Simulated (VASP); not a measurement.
Output of a VASP run:

OSZICAR:
```
       N       E                     dE             d eps       ncg     rms          rms(c)
DAV:   1     0.815314706755E+02    0.81531E+02   -0.66804E+03   360   0.108E+03
DAV:   2     0.477324281491E+00   -0.81054E+02   -0.76321E+02   412   0.236E+02
DAV:   3    -0.530946551816E+01   -0.57868E+01   -0.57573E+01   427   0.651E+01
DAV:   4    -0.545411068026E+01   -0.14465E+00   -0.14455E+00   405   0.113E+01
DAV:   5    -0.545850068022E+01   -0.43900E-02   -0.43899E-02   411   0.206E+00    0.161E+00
DAV:   6    -0.539435647669E+01    0.64144E-01   -0.91272E-02   406   0.200E+00    0.110E+00
DAV:   7    -0.538508520342E+01    0.92713E-02   -0.76146E-02   406   0.168E+00    0.591E-01
DAV:   8    -0.538727850657E+01   -0.21933E-02   -0.55739E-03   358   0.721E-01    0.160E-01
DAV:   9    -0.538724234985E+01    0.36157E-04   -0.15254E-04   397   0.136E-01    0.453E-02
DAV:  10    -0.538725760086E+01   -0.15251E-04   -0.43286E-05   403   0.795E-02    0.687E-03
DAV:  11    -0.538725801235E+01   -0.41149E-06   -0.45351E-06   373   0.237E-02
   1 F= -.53872580E+01 E0= -.53872580E+01  d E =-.538726E+01
```

File OUTCAR:
```
------------------------ aborting loop because EDIFF is reached ----------------------------------------
  FORCE on cell =-STRESS in cart. coord.  units (eV):
  Direction    XX          YY          ZZ          XY          YZ          ZX
  --------------------------------------------------------------------------------------
  Total        0.0169175      0.0169175      0.0169175     -0.0000000      0.0000000     -0.0000000
  in kB        0.3904411      0.3904411      0.3904411     -0.0000000      0.0000000     -0.0000000
  external PRESSURE =       0.3904411 kB  Pullay stress =       0.0000000 kB
  volume of cell :       69.42
      direct lattice vectors                 reciprocal lattice vectors
     0.000000000  3.262022628  3.262022628    -0.153279133  0.153279133  0.153279133
     3.262022628  0.000000000  3.262022628     0.153279133 -0.153279133  0.153279133
     3.262022628  3.262022628  0.000000000     0.153279133  0.153279133 -0.153279133
  FREE ENERGIE OF THE ION-ELECTRON SYSTEM (eV)
  ---------------------------------------------------
  free  energy   TOTEN  =        -5.3872580124 eV

  energy  without entropy=       -5.3872580124  energy(sigma->0) =       -5.38725801

 reached required accuracy - stopping structural energy minimisation
```
(Selected blocks of OUTCAR.)

### POSCAR
```
NaI
1
    0.0000000000     3.2620226282     3.2620226282
    3.2620226282     0.0000000000     3.2620226282
    3.2620226282     3.2620226282     0.0000000000
Na I
1 1
Direct
  0.0000000000   0.0000000000   0.0000000000
  0.5000000000   0.5000000000   0.5000000000
```

**Question.** Write an INCAR and KPOINTS that could have produced this output.

**Answer.** One answer among several that fit: the input of the run itself, PBE GGA, plane waves, VASP's PBE PAW potentials (set 64).

KPOINTS:
```
Automatic mesh
0
G
6 6 6
0 0 0
```

INCAR:
```
SYSTEM = NaI
PREC = Accurate
ENCUT = 480
EDIFF = 1E-6
NELM = 100
ALGO = Normal
LREAL = .FALSE.
LASPH = .TRUE.
ISMEAR = 0
SIGMA = 0.05
GGA = PE
LMAXMIX = 4
LWAVE = .FALSE.
LCHARG = .FALSE.
IBRION = 2
ISIF = 3
NSW = 60
EDIFFG = -0.01
```

POTCAR, in this order: Na_pv I (PBE.64 set). Program: vasp_std.

The compound is NaI in the rock salt structure. It was relaxed first. The start is the result of an earlier pass.
